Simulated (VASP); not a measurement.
Consider the following.

```yaml
crystal:
  lattice:
    - [4.58088, 0.00000, 0.00000]
    - [0.00000, 4.39998, 0.00000]
    - [0.00000, 0.00000, 20.98882]
  atoms:
    - { symbol: Sb, position: [0.53918, 0.00000, 0.56647] }
    - { symbol: Sb, position: [0.96082, 0.50000, 0.56647] }
    - { symbol: Sb, position: [0.46082, 0.00000, 0.43353] }
    - { symbol: Sb, position: [0.03918, 0.50000, 0.43353] }
```

All values below come from PBEsol GGA, VASP's PBE PAW potentials (set 64) (plane waves; VASP). Settings: 400 eV cut-off, 6×6×1 Γ-centred mesh, tetrahedra with Blöchl corrections, potentials Sb.

The cell holds a wide vacuum, so values per volume refer to the whole cell.

Question: Which forces act on the atoms, in eV/Å?

Answer: 
```
atom      Fx     Fy      Fz
----  ------  -----  ------
Sb1    0.026  0.000   0.088
Sb2   -0.026  0.000   0.088
Sb3   -0.026  0.000  -0.088
Sb4    0.026  0.000  -0.088
```

Question: Give the stress tensor in GPa (positive for a compressed cell).

Answer: 
```
 0.18   0.00   0.00
 0.00  -0.15   0.00
 0.00   0.00   0.18
```
The pressure is its mean diagonal, 0.07 GPa.

The cell is a sheet with vacuum, built from a generated structure.
